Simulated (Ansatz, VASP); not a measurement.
# PN in two plane-wave programs, part 2 of 3

Wanted: the spread between two codes on one cell, functional and k mesh. The cell is generated by rule, not measured, and may not be a known phase. The cell is taken from a series of runs on this material, whose earlier steps may have relaxed, scaled, displaced or heated it; both programs get it as it stands.

VASP 6.6.1 and Ansatz 0.2.0.

So far: The structure; Ansatz: relaxation of cell and atoms, PBEsol, pair 1.

## 3. VASP: relaxation of cell and atoms, PBEsol, pair 1

Level of this step: PBEsol; plane waves and PAW (P, N); invented cell (VASP).

The same cell, functional, mesh and smearing now go to VASP, with its own data sets.

Lines of VASP's logs that name or quote its potential files are left out, and so is its time.

The input, INCAR:

```
SYSTEM = PN
PREC = Accurate
ENCUT = 600
EDIFF = 1E-07
NELM = 120
ISMEAR = 0
SIGMA = 0.02
LREAL = .FALSE.
ALGO = Normal
GGA = PS
NBANDS = 11
LORBIT = 11
LWAVE = .FALSE.
LCHARG = .FALSE.
ISIF = 3
IBRION = 2
NSW = 80
EDIFFG = -0.005
LASPH = .TRUE.
GGA_COMPAT = .FALSE.
NELMIN = 4
EFERMI = MIDGAP
KPAR = 2
```

The input, POSCAR:

```
PN
1.0
    1.5230060000      0.8793080000      2.4870030000
   -1.5230060000      0.8793080000      2.4870030000
    0.0000000000     -1.7586160000      2.4870030000
P N
1 1
Direct
    0.4999999330      0.4999999330      0.4999999330
    0.0000000000      0.0000000000      0.0000000000
```

The input, KPOINTS:

```
Automatic mesh
0
Gamma
12 12 12
0 0 0
```

Potentials, in the order of the species: P and N (PBE family, release 64).

Command:

```
mpirun -np 2 vasp_std
```

Numbers of over 12 decimals in the logs are rounded to 6 here.

Log:

```text
[banner, memory and clock lines left out]
running    2 mpi-ranks, on    1 nodes
 distrk:  each k-point on    1 cores,    2 groups
 distr:  one band on    1 cores,    1 groups

 POSCAR found type information on POSCAR P N
 POSCAR found :  2 types and       2 ions
|                                                                             |
|               ----> ADVICE to this user running VASP <----                  |
|                                                                             |
|     You enforced a specific xc type in the INCAR file but a different       |
|     [... a line on the potential file left out ...]
|     I HOPE YOU KNOW WHAT YOU ARE DOING!                                     |
|                                                                             |

|                                                                             |
|           W    W    AA    RRRRR   N    N  II  N    N   GGGG   !!!           |
|           W    W   A  A   R    R  NN   N  II  NN   N  G    G  !!!           |
|           W    W  A    A  R    R  N N  N  II  N N  N  G       !!!           |
|           W WW W  AAAAAA  RRRRR   N  N N  II  N  N N  G  GGG   !            |
|           WW  WW  A    A  R   R   N   NN  II  N   NN  G    G                |
|           W    W  A    A  R    R  N    N  II  N    N   GGGG   !!!           |
|                                                                             |
|     Inconsistent Bravais lattice types found for crystalline and            |
|     reciprocal lattice:                                                     |
|                                                                             |
|        Crystalline: rhombohedral (trigonal)                                 |
|        Reciprocal : body-centered cubic                                     |
|                    (instead of rhombohedral (trigonal))                     |
|                                                                             |
|     In most cases this is due to inaccuracies in the specification of       |
|     the crytalline lattice vectors.                                         |
|                                                                             |
|     Suggested SOLUTIONS:                                                    |
|      ) Refine the lattice parameters of your structure,                     |
|      ) and/or try changing SYMPREC.                                         |
|                                                                             |

 LDA part: xc-table for (Slater+PW92), standard interpolation
 POSCAR, INCAR and KPOINTS ok, starting setup
 FFT: planning ... GRIDC
 FFT: planning ... GRID_SOFT
 FFT: planning ... GRID
 WAVECAR not read
 entering main loop
       N       E                     dE             d eps       ncg     rms          rms(c)
DAV:   1     0.196302598933E+02    0.19630E+02   -0.55577E+03  4158   0.950E+02
DAV:   2    -0.121080478193E+02   -0.31738E+02   -0.29907E+02  5448   0.160E+02
DAV:   3    -0.132714168153E+02   -0.11634E+01   -0.11566E+01  5302   0.266E+01
DAV:   4    -0.132760548773E+02   -0.46381E-02   -0.46370E-02  4687   0.173E+00
DAV:   5    -0.132760770495E+02   -0.22172E-04   -0.22170E-04  5028   0.122E-01    0.884E+00
DAV:   6    -0.125500978863E+02    0.72598E+00   -0.73417E+00  5069   0.141E+01    0.432E+00
DAV:   7    -0.125140900065E+02    0.36008E-01   -0.39813E-01  4713   0.434E+00    0.343E+00
DAV:   8    -0.125127694367E+02    0.13206E-02   -0.53342E-02  4602   0.196E+00    0.874E-01
DAV:   9    -0.125093633826E+02    0.34061E-02   -0.18340E-02  4908   0.815E-01    0.108E-01
DAV:  10    -0.125093780820E+02   -0.14699E-04   -0.33679E-04  4478   0.159E-01    0.160E-02
DAV:  11    -0.125093766667E+02    0.14153E-05   -0.46703E-06  4962   0.177E-02    0.924E-03
DAV:  12    -0.125093764726E+02    0.19407E-06   -0.25482E-07  4362   0.421E-03    0.151E-03
DAV:  13    -0.125093764854E+02   -0.12766E-07   -0.25982E-08  2547   0.125E-03
   1 F= -.12509376E+02 E0= -.12509376E+02  d E =-.125094E+02
 curvature:   0.00 expect dE= 0.000E+00 dE for cont linesearch  0.000E+00
 trial: gam= 0.00000 g(F)=  0.183E-42 g(S)=  0.172E-04 ort = 0.000E+00 (trialstep = 0.100E+01)
 search vector abs. value=  0.172E-04
 bond charge predicted
       N       E                     dE             d eps       ncg     rms          rms(c)
DAV:   1    -0.125094061260E+02   -0.29653E-04   -0.78363E-04  4185   0.209E-01    0.388E-02
DAV:   2    -0.125093828531E+02    0.23273E-04   -0.16896E-04  4428   0.742E-02    0.160E-02
DAV:   3    -0.125093796603E+02    0.31928E-05   -0.10575E-05  4419   0.219E-02    0.951E-03
DAV:   4    -0.125093784930E+02    0.11673E-05   -0.31402E-06  4233   0.109E-02    0.437E-03
DAV:   5    -0.125093785246E+02   -0.31583E-07   -0.59911E-08  2364   0.191E-03
   2 F= -.12509379E+02 E0= -.12509379E+02  d E =-.203919E-05
 trial-energy change:   -0.000002  1 .order   -0.000002   -0.000017    0.000013
 step:   0.5646(harm=  0.5646)  dis= 0.00000  next Energy=   -12.509381 (dE=-0.486E-05)
 bond charge predicted
       N       E                     dE             d eps       ncg     rms          rms(c)
DAV:   1    -0.125093869801E+02   -0.84871E-05   -0.15025E-04  4194   0.915E-02    0.170E-02
DAV:   2    -0.125093824102E+02    0.45698E-05   -0.32661E-05  4353   0.326E-02    0.696E-03
DAV:   3    -0.125093818605E+02    0.54971E-06   -0.20436E-06  4395   0.960E-03    0.412E-03
DAV:   4    -0.125093815989E+02    0.26159E-06   -0.59926E-07  4221   0.477E-03    0.190E-03
DAV:   5    -0.125093815767E+02    0.22212E-07   -0.11159E-08  2154   0.831E-04
   3 F= -.12509382E+02 E0= -.12509382E+02  d E =-.509134E-05
 curvature:  -0.28 expect dE=-0.210E-08 dE for cont linesearch -0.140E-08
 trial: gam= 0.00000 g(F)=  0.112E-42 g(S)=  0.745E-08 ort =-0.292E-06 (trialstep = 0.913E+00)
 search vector abs. value=  0.755E-08
 reached required accuracy - stopping structural energy minimisation
```

OUTCAR, selected parts (step 3):

```text
ion  position               nearest neighbor table
   1  0.500  0.500  0.500-   2 2.15   2 2.15   2 2.15   2 2.15   2 2.15   2 2.15
   2  0.000  0.000  0.000-   1 2.15   1 2.15   1 2.15   1 2.15   1 2.15   1 2.15

  LATTYP: Found a trigonal (rhomboedric) cell.
 ALAT       =     3.0459668674
 COS(alpha) =     0.4999851072

 Subroutine GETGRP returns: Found 12 space group operations
 (whereof 12 operations were pure point group operations)

The static configuration has the point symmetry D_3d.

 Found    189 irreducible k-points:

   k-points           NKPTS =    189   k-points in BZ     NKDIM =    189   number of bands    NBANDS=     11

   dimension x,y,z NGX =    24 NGY =   24 NGZ =   24
   dimension x,y,z NGXF=    48 NGYF=   48 NGZF=   48

   ENCUT  =  600.0 eV  44.10 Ry    6.64 a.u.   6.08  6.08  6.08*2*pi/ulx,y,z

   NELECT =      10.0000    total number of electrons

 k-points in reciprocal lattice and weights: Automatic mesh
   0.00000000  0.00000000  0.00000000       0.001
   0.08333333  0.00000000  0.00000000       0.003
   0.08333333  0.08333333  0.08333333       0.001
   0.16666667  0.00000000  0.00000000       0.003
   0.16666667  0.16666667  0.16666667       0.001
   0.25000000  0.00000000  0.00000000       0.003
   0.25000000  0.25000000  0.25000000       0.001
   0.33333333  0.00000000  0.00000000       0.003
   0.33333333  0.33333333  0.33333333       0.001
[...]
-0.33333333  0.50000000  0.16666667       0.007
  -0.25000000  0.50000000  0.25000000       0.003

 average (electrostatic) potential at core
       1 -80.1221       2 -59.9307

 E-fermi :  10.6473

 k-point     1 :       0.0000    0.0000    0.0000
  band No.  band energies     occupation
      1      -9.7817      2.00000
      2       6.0689      2.00000
      3       6.8081      2.00000
      4       6.8081      2.00000
      5       6.8083      2.00000
      6      15.8389      0.00000
      7      15.8389      0.00000
      8      15.8389      0.00000
      9      18.1986      0.00000
     10      18.1986      0.00000
    ...

 k-point     2 :       0.0833    0.0000    0.0000
  band No.  band energies     occupation
      1      -9.6456      2.00000
      2       4.7665      2.00000
      3       6.7872      2.00000
      4       6.7874      2.00000
      5       7.8385      2.00000
      6      15.2889      0.00000
      7      15.2889      0.00000
      8      15.3474      0.00000
      9      18.2300      0.00000
     10      18.5207      0.00000
    ...

 k-point     3 :       0.0833    0.0833    0.0833
  band No.  band energies     occupation
      1      -9.6456      2.00000
      2       4.7667      2.00000
      3       6.7872      2.00000
      4       6.7872      2.00000
      5       7.8386      2.00000
      6      15.2889      0.00000
      7      15.2889      0.00000
      8      15.3474      0.00000
      9      18.2302      0.00000
     10      18.5207      0.00000
    ...

  Total        0.0001368      0.0001368      0.0005210      0.0000000      0.0000000      0.0000000
  in kB        0.0109763      0.0109763      0.0417962      0.0000000      0.0000000      0.0000000
  external PRESSURE =       0.0212496 kB  Pullay stress =       0.0000000 kB

  energy-cutoff  :      600.00
  volume of cell :       19.97
      direct lattice vectors                 reciprocal lattice vectors
     1.522682048  0.879120966  2.486493687     0.328367961  0.189583315  0.134057583
    -1.522682048  0.879120966  2.486493687    -0.328367961  0.189583315  0.134057583
    -0.000000000 -1.758241932  2.486493687     0.000000000 -0.379166629  0.134057583

 POSITION                                       TOTAL-FORCE (eV/Angst)
 -----------------------------------------------------------------------------------
     -0.00000      0.00000      3.72974        -0.000000      0.000000     -0.000000
     -0.00000      0.00000      0.00000         0.000000     -0.000000      0.000000
 -----------------------------------------------------------------------------------
    total drift:                               -0.000000      0.000000      0.000083

  FREE ENERGIE OF THE ION-ELECTRON SYSTEM (eV)
  ---------------------------------------------------
  free  energy   TOTEN  =       -12.5093815767 eV

  energy  without entropy=      -12.5093815767  energy(sigma->0) =      -12.50938158

 reached required accuracy - stopping structural energy minimisation

 total charge
# of ion       s       p       d       tot
------------------------------------------
    1        1.240   1.008   0.000   2.247
    2        1.295   2.262   0.000   3.557
--------------------------------------------------
tot          2.535   3.270   0.000   5.805

[... 3 further parts left out ...]
```

The run keeps the 12 symmetry operations of its start, so it cannot find a distortion of lower symmetry.

## 4. Comparison

Known differences besides the potentials themselves: the cutoff is 420 eV in Ansatz and 600 eV in VASP; Ansatz makes its cores anew for this functional, VASP keeps those of its PBE data sets; Ansatz adds a Pulay correction to the stress that steers its cell, VASP none. Total energies have different zeros and are not compared.

Both answers:

```csv
quantity,Ansatz,VASP,difference
volume (Å³),19.98,19.97,+0.06 %
"edge a after relaxation, in the typed setting (Å)",3.046,3.045,+0.02 %
```

## 5. Ansatz: relaxation of cell and atoms, PBEsol, pair 2

The relaxed volume is the usual yardstick between codes: in a stiff, nearly cubic crystal its relative difference is about their pressure difference at one cell divided by the bulk modulus. This pair takes another cell of the material, with 4 atoms against 2 for the pair before.

The cell is taken from a series of runs on this material, whose earlier steps may have relaxed, scaled, displaced or heated it; both programs get it as it stands.

The input, input.yaml:

```yaml
crystal:
  lattice:
    - [3.3788999628, 0.0, 0.0]
    - [0.0, 3.3992119386, 0.0]
    - [0.0, 0.0, 3.7722035704]
  atoms:
    - { symbol: P, position: [0.5, 0.5, 0.2039440285] }
    - { symbol: P, position: [0.0, 0.0, 0.7960559715] }
    - { symbol: "N", position: [0.0, 0.5, 0.9986067297] }
    - { symbol: "N", position: [0.5, 0.0, 0.0013932703] }
kpoints:
  mp_grid: { grid: [12, 12, 12] }
hamiltonian:
  xc: pbesol
scf:
  occupations: { method: gaussian, width: 0.02 }
output:
  forces: true
  stress: true
  eigenvalues: true
relax:
  adjacent_minimum: "off"
  f_tol: 0.001
  max_steps: 60
  cell: { stress_tol: 0.01 }
```

Command:

```
ansatz run input.yaml --threads 4 --pin off --max-ram 7168MiB --backend cpu --events-out ev --progress --plain --runs-dir out
```

Log:

```text
[...]
Crystal: 4 atoms, lattice volume = 43.326 Å³
Basis set: ecut = 420 eV, 825 PW (Γ), exchange–correlation on 48×48×54 points (8 copies of the dense FFT grid, shifted against one another)
Bands: 14, of which v1, the nominal top of the filled ones, is band 10 counted from 1 (9 counted from 0)
Symmetry: 8 space group operations
[...]
k-points: 343 of 1728
[...]
--- Relaxed structure (6 steps of the walk, 6 accepted, 2 SCFs on fresh bases) ---
[...]
cell:  # Å, volume = 43.3775 Å³
    - [3.387887, 0.0, 0.0]
    - [0.0, 3.388816, 0.0]
    - [0.0, 0.0, 3.778224]
  atoms:
    - { symbol: P, position: [0.5, 0.5, 0.203823] }
    - { symbol: P, position: [0.0, 0.0, 0.796177] }
    - { symbol: N, position: [0.0, 0.5, 0.999934] }
    - { symbol: N, position: [0.5, 0.0, 6.587596983717105e-5] }
[key lines of the parts left out:]
SCF converged after 9 iterations
Free energy (F): -2236.401282 eV
Fermi energy:    10.102420 eV
P = ⅓ Tr σ = 0.0009 GPa (0.009 kbar)
```

## 6. VASP: relaxation of cell and atoms, PBEsol, pair 2

The same cell, functional, mesh and smearing now go to VASP, with its own data sets.

INCAR: that of step 3 with these lines changed.

```diff
@@ -10,3 +10,3 @@
 GGA = PS
-NBANDS = 11
+NBANDS = 16
 LORBIT = 11
@@ -21,3 +21,2 @@
 NELMIN = 4
-EFERMI = MIDGAP
 KPAR = 2
```

The input, POSCAR:

```
PN
1.0
    3.3789000000      0.0000000000      0.0000000000
    0.0000000000      3.3992120000      0.0000000000
    0.0000000000      0.0000000000      3.7722040000
P N
2 2
Direct
    0.5000000000      0.5000000000      0.2039439012
    0.0000000000      0.0000000000      0.7960558337
    0.0000000000      0.5000000000      0.9986066501
    0.5000000000      0.0000000000      0.0013933499
```

KPOINTS is that of step 3.

Command:

```
mpirun -np 2 vasp_std
```

Log:

```text
[banner, memory and clock lines left out]
running    2 mpi-ranks, on    1 nodes
[...]
[... a notice as in an earlier step ...]

 LDA part: xc-table for (Slater+PW92), standard interpolation
 POSCAR, INCAR and KPOINTS ok, starting setup
[...]
entering main loop
       N       E                     dE             d eps       ncg     rms          rms(c)
DAV:   1     0.783967793938E+02    0.78397E+02   -0.10810E+04 10976   0.128E+03
DAV:   2    -0.261304212995E+02   -0.10453E+03   -0.10071E+03 15008   0.250E+02
DAV:   3    -0.304147564179E+02   -0.42843E+01   -0.42685E+01 14720   0.556E+01
DAV:   4    -0.304457054320E+02   -0.30949E-01   -0.30942E-01 13400   0.483E+00
[...]
DAV:  11    -0.281535418345E+02   -0.18883E-05   -0.57335E-05 14384   0.565E-02    0.137E-02
DAV:  12    -0.281535423361E+02   -0.50157E-06   -0.61959E-06 14344   0.206E-02    0.418E-03
DAV:  13    -0.281535423587E+02   -0.22645E-07   -0.25145E-07 10192   0.430E-03
   1 F= -.28153542E+02 E0= -.28153542E+02  d E =-.281535E+02
[... from here on, the cycles between the ionic steps are left out ...]
   2 F= -.28153489E+02 E0= -.28153489E+02  d E =0.533606E-04
   3 F= -.28153709E+02 E0= -.28153709E+02  d E =-.166692E-03
   4 F= -.28153709E+02 E0= -.28153709E+02  d E =-.166667E-03
   5 F= -.28153728E+02 E0= -.28153728E+02  d E =-.189896E-04
   6 F= -.28153733E+02 E0= -.28153733E+02  d E =-.240881E-04
   7 F= -.28153749E+02 E0= -.28153749E+02  d E =-.156846E-04
   8 F= -.28153773E+02 E0= -.28153772E+02  d E =-.393892E-04
   9 F= -.28153788E+02 E0= -.28153788E+02  d E =-.157412E-04
  10 F= -.28153798E+02 E0= -.28153798E+02  d E =-.256836E-04
[...]
reached required accuracy - stopping structural energy minimisation
```

Parts of OUTCAR (step 6):

```text
  Total       -0.0166955     -0.0171370     -0.0002495      0.0000000      0.0000000      0.0000000
  in kB       -0.6187013     -0.6350646     -0.0092461      0.0000000      0.0000000      0.0000000
  external PRESSURE =      -0.4210040 kB  Pullay stress =       0.0000000 kB

 POSITION                                       TOTAL-FORCE (eV/Angst)
 -----------------------------------------------------------------------------------
      1.69210      1.69399      0.76936         0.000000      0.000000     -0.001963
      0.00000      0.00000      3.00144         0.000000      0.000000      0.001963
      0.00000      1.69399      3.76958         0.000000      0.000000      0.003596
      1.69210      0.00000      0.00122         0.000000      0.000000     -0.003596
 -----------------------------------------------------------------------------------
    total drift:                                0.000000     -0.000000      0.000253

  FREE ENERGIE OF THE ION-ELECTRON SYSTEM (eV)
  ---------------------------------------------------
  free  energy   TOTEN  =       -28.1537981866 eV

  energy  without entropy=      -28.1537978255  energy(sigma->0) =      -28.15379801

[... 1 part as in an earlier step ...]

[... 3 further parts left out ...]
[key lines of the parts left out:]
E-fermi :   8.2338
```

The run keeps the 8 symmetry operations of its start, so it cannot find a distortion of lower symmetry.

## 7. Side by side

Both answers:

```
                                         quantity  Ansatz   VASP  difference
                                      volume (Å³)   43.38  43.23     +0.33 %
edge a after relaxation, in the typed setting (Å)   3.388  3.384     +0.11 %
edge b after relaxation, in the typed setting (Å)   3.389  3.388     +0.02 %
edge c after relaxation, in the typed setting (Å)   3.778  3.771     +0.20 %
```

(Part 2 of 3 ends here.)

[Lines on the potential files, build, host, timing and source positions are cut from VASP's logs without a mark.]

[Logs are printed without paths, hosts, clocks, repeated set-up lines and the standing remarks that a program may print on its own settings, such as how far it seeks lower states.]

[Hosts, paths, dates, database ids (printed as entryN), source tags and the programs' standing remarks are cut or masked in the printed files.]
